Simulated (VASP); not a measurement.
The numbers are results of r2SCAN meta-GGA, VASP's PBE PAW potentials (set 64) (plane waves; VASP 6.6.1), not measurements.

The input files of a VASP run:

**POSCAR**
```
NiAl
1
    2.8617681366     0.0000000000    -0.0286176814
    0.0000000000     2.8617681366     0.0000000000
   -0.0286176814     0.0000000000     2.8617681366
Al Ni
1 1
Direct
  0.5000000000   0.5000000000   0.5000000000
  0.0000000000   0.0000000000   0.0000000000
```

### INCAR
```
ALGO  =  Normal
EDIFF  =  1E-7
EDIFFG  =  -0.01
ENCUT  =  480
IBRION  =  2
ISIF  =  2
ISMEAR  =  1
LASPH  =  .True.
LCHARG  =  .False.
LMAXMIX  =  4
LMIXTAU  =  .True.
LREAL  =  .False.
LWAVE  =  .False.
METAGGA  =  R2SCAN
NELM  =  100
NSW  =  30
PREC  =  Accurate
SIGMA  =  0.1
SYSTEM  =  NiAl
```

### KPOINTS
```
Automatic mesh
0
Gamma
12 12 12
0 0 0
```

POTCAR, in this order: Al Ni (PBE.64 set). Program: vasp_std.

Q: What does the run give for the energy per atom (σ→0), band gap (on the k-mesh)?

A: 
```
Property                                                    Result
------------------------  ----------------------------------------
energy per atom (σ→0)                              -10.031 eV/atom
band gap (on the k-mesh)  none (metal, semimetal or under 0.01 eV)
```

**OSZICAR**
```
...
DAV:  11    -0.200615647798E+02   -0.11077E-02   -0.70685E-03  7022   0.137E+00    0.588E-02
DAV:  12    -0.200615629989E+02    0.17809E-05   -0.10899E-04  6582   0.135E-01    0.316E-02
DAV:  13    -0.200615338260E+02    0.29173E-04   -0.32564E-05  6428   0.678E-02    0.354E-02
DAV:  14    -0.200615547913E+02   -0.20965E-04   -0.60853E-05  6910   0.127E-01    0.713E-03
DAV:  15    -0.200615564241E+02   -0.16327E-05   -0.16448E-06  6422   0.187E-02    0.352E-03
DAV:  16    -0.200615563824E+02    0.41716E-07   -0.10858E-06  6262   0.199E-02    0.512E-04
DAV:  17    -0.200615563763E+02    0.60725E-08   -0.23262E-08  3188   0.203E-03
   1 F= -.20061556E+02 E0= -.20061655E+02  d E =-.200616E+02
```

The compound is NiAl in the CsCl type structure. This cell was strained or had an atom moved on purpose. The run is not spin-polarised, so no magnetic state was tried. The electron count is odd and the run is not spin-polarised, which forces a metal.
